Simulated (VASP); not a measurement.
Method: PBEsol GGA, VASP's PBE PAW potentials (set 64) (plane waves; VASP).

VASP ran on this input.

### INCAR
```
EDIFFG = -0.02
ALGO = Normal   ! blocked Davidson
LREAL = .FALSE.
LASPH = .TRUE.   ! aspherical one-centre terms
PREC = Accurate
NSW = 40   ! most ionic steps
LWAVE = .FALSE.
NELM = 100   ! most electronic steps
GGA = PS   ! PBEsol
LCHARG = .FALSE.
ISIF = 3
ENCUT = 500   ! plane-wave cut-off (eV)
SIGMA = 0.1
IBRION = 2   ! conjugate gradients
SYSTEM = InBi
ISMEAR = 1   ! Methfessel-Paxton
EDIFF = 1E-6
LMAXMIX = 4   ! l cut-off of mixed one-centre charges
PSTRESS = 450   ! kbar
```

### POSCAR
```
InBi
1
    0.0000000000     2.9832377695     2.9832377695
    2.9832377695     0.0000000000     2.9832377695
    2.9832377695     2.9832377695     0.0000000000
In Bi
1 1
Direct
  0.0000000000   0.0000000000   0.0000000000
  0.2500000000   0.2500000000   0.2500000000
```

File KPOINTS:
```
Automatic mesh
0
Gamma
11 11 11
0 0 0
```

POTCAR, in this order: In_d Bi_d (PBE.64 set). Program: vasp_std.

Energy and stress use the plane-wave basis of the starting cell. Unless said otherwise, spin-orbit coupling is left out, though it shifts the bands of the heavy elements here.

Problem. Estimate the energy per atom (σ→0), volume per atom, band gap (on the k-mesh).

Solution. 
```
Property                                                     Value
------------------------  ----------------------------------------
energy per atom (σ→0)                               -2.349 eV/atom
band gap (on the k-mesh)  none (metal, semimetal or under 0.01 eV)
volume per atom                                     24.46 Å^3/atom
```

File OSZICAR:
```
...
   4 F= 0.90446970E+01 E0= 0.90447299E+01  d E =-.206017E+00
       N       E                     dE             d eps       ncg     rms          rms(c)
DAV:   1    -0.469949827569E+01    0.33439E-01   -0.58613E-02  2234   0.501E+00    0.283E-01
DAV:   2    -0.469750087494E+01    0.19974E-02   -0.39988E-03  2588   0.146E+00    0.105E-01
DAV:   3    -0.469715329239E+01    0.34758E-03   -0.11804E-03  2666   0.736E-01    0.392E-02
DAV:   4    -0.469715176571E+01    0.15267E-05   -0.63792E-05  2108   0.943E-02    0.151E-02
DAV:   5    -0.469715220439E+01   -0.43868E-06   -0.61424E-06  2906   0.279E-02
   5 F= 0.90444854E+01 E0= 0.90445154E+01  d E =-.206229E+00
```

The structure was generated: InBi was put into the zinc blende type (F-43m), which need not be its known phase. This run relaxes it under an external pressure of 45 GPa. Symmetry was kept, so distortions that lower it aren't found.
